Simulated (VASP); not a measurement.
Energy against volume of TiC (rock salt). These are PBEsol GGA, VASP's PBE PAW potentials (set 64) (plane waves; VASP) values and carry that method's errors. Numerical set-up: 520 eV cut-off, 15×15×15 Γ-centred mesh, first-order Methfessel-Paxton smearing of 0.10 eV, potentials Ti_sv C.

```csv
V (Å³/atom),E (eV/atom)
9.607,-9.89299
9.904,-9.90070
10.201,-9.89363
10.498,-9.87384
```

Task: Fit these four points and predict the energy of the run at 9.310 Å³/atom.

Result: A cubic in V^(−2/3), the third-order Birch-Murnaghan form, passes through the four points with V0 = 9.90 Å³/atom and B0 = 265 GPa, and gives -9.8681 eV/atom there. The run gave -9.8681 eV/atom, -0.0 meV/atom from the fit; all five points give B0 = 265 GPa.

The compound is TiC in the rock salt structure. It was relaxed first.
